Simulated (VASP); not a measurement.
An input for Quantum ESPRESSO's pw.x (written as the equivalent of a VASP run, and not itself run):

```
&CONTROL
  calculation = 'scf'
  pseudo_dir = './pseudo'
  outdir = './out'
  tprnfor = .true.
  tstress = .true.
/
&SYSTEM
  ibrav = 0
  nat = 8
  ntyp = 2
  ecutwfc = 90
  occupations = 'smearing'
  smearing = 'fermi-dirac'
  degauss = 0.00735
  input_dft = 'pbe'
/
&ELECTRONS
  conv_thr = 7.3e-08
  electron_maxstep = 100
/
ATOMIC_SPECIES
  Fe 55.845 Fe.upf
  Si 28.085 Si.upf
CELL_PARAMETERS angstrom
     4.2991980    0.0000000    0.0000000
     0.0000000    4.2991980    0.0000000
     0.0000000    0.0000000    4.2991980
ATOMIC_POSITIONS crystal
  Fe   0.8630900  0.6369100  0.3630900
  Fe   0.6369100  0.3630900  0.8630900
  Fe   0.3630900  0.8630900  0.6369100
  Fe   0.1369100  0.1369100  0.1369100
  Si   0.1587000  0.3413000  0.6587000
  Si   0.3413000  0.6587000  0.1587000
  Si   0.6587000  0.1587000  0.3413000
  Si   0.8413000  0.8413000  0.8413000
K_POINTS automatic
  4 4 4 0 0 0
```

**Question.** Translate this input to VASP (INCAR, KPOINTS, POSCAR, choice of POTCAR).

**Answer.** This is not unique; one that fits is 
**INCAR**
```
! general
SYSTEM   =  FeSi
PREC     =  Accurate
ENCUT    =  300
LREAL    =  .FALSE.
LASPH    =  .TRUE.

! electronic loop
EDIFF    =  1E-6
NELM     =  100
ALGO     =  Normal
LMAXMIX  =  4

! smearing
ISMEAR   =  -1
SIGMA    =  0.1

! functional
GGA      =  PE

! ions
ISIF     =  2

! output
LWAVE    =  .FALSE.
LCHARG   =  .FALSE.
```

**KPOINTS**
```
Automatic mesh
0
Gamma
4 4 4
0 0 0
```

**POSCAR**
```
FeSi
1.0
  4.2991980000   0.0000000000   0.0000000000
  0.0000000000   4.2991980000   0.0000000000
  0.0000000000   0.0000000000   4.2991980000
Fe Si
4 4
Cartesian
  3.7105948018   2.7382021982   1.5609958018
  2.7382021982   1.5609958018   3.7105948018
  1.5609958018   3.7105948018   2.7382021982
  0.5886031982   0.5886031982   0.5886031982
  0.6822827226   1.4673162774   2.8318817226
  1.4673162774   2.8318817226   0.6822827226
  2.8318817226   0.6822827226   1.4673162774
  3.6169152774   3.6169152774   3.6169152774
```

POTCAR, in this order: Fe Si (PBE.64 set). Program: vasp_std.

Limits of the translation: the potentials are each code's own (VASP's PAW set, PseudoDojo norm-conserving files in pw.x), so ENCUT and ecutwfc are chosen apart and not converted; conv_thr bounds pw.x's estimated SCF error, while EDIFF bounds the energy change between steps.

The structure comes from a computed database's FeSi entry (P2_13); how it stands against other phases isn't given here. The cell was not relaxed at this level.
